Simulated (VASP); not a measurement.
Here is the system:

```
RuS
1.0
    0.00000     2.41689     2.41689
    2.41689     0.00000     2.41689
    2.41689     2.41689     0.00000
Ru S
1 1
Direct
  0.00000   0.00000   0.00000
  0.50000   0.50000   0.50000
```

Calculation: PBEsol GGA, VASP's PBE PAW potentials (set 64) (plane waves; VASP). Numerical set-up: 400 eV cut-off, Gaussian smearing of 0.050 eV, potentials Ru_pv S.

Question: Estimate the band gap (along the path) with the smallest direct gap where there is one.

Answer: 
The band gap (along the path) comes out as none (metal, semimetal or under 0.01 eV).

Only differences to runs with the same potentials and settings are physical.

The structure was generated: RuS was put into the rock salt type (Fm-3m), which need not be its known phase. It was relaxed first, which changed the volume by -29 %.
